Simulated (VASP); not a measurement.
BN (wurtzite):

```
CELL_PARAMETERS angstrom
      1.27500    -2.20837     0.00000
      1.27500     2.20837     0.00000
      0.00000     0.00000     4.22000
ATOMIC_POSITIONS crystal
  B  0.66667 0.33333 0.50000
  B  0.33333 0.66667 0.00000
  N  0.66667 0.33333 0.87500
  N  0.33333 0.66667 0.37500
```

The lowest empty band near K, direction to Γ, from mBJ (TB09) with spin-orbit coupling in VASP (PAW); its two spin partners are averaged. The gap over the points computed is 6.73 eV, and the next band on that side lies 8.17 eV away at the edge.

Run with 520 eV cut-off, 11×11×6 Γ-centred mesh, Gaussian smearing of 0.050 eV, potentials B N.

```tsv
distance from the edge in k (1/Å)	distance in energy (meV)
0.025	4.5
0.035	8.6
0.050	17.5
0.070	34.3
```

Fit E(1 + αE) = ħ²k²/2m* (ħ²/2m0 = 3.810 eV Å²) and predict the row at 0.095 1/Å.

The rows don't resolve α, so a parabola serves: the electron mass is m* = 0.544 m0, and so 63.2 meV. The run gave 62.8 meV, -0.4 meV from the fit.

Left out are points under 3 meV from the edge, since the levels carry 0.1 meV, and points farther than half the way to the next band.

The compound is BN in the wurtzite structure, a metastable high-pressure form. The cell was not relaxed at this level.
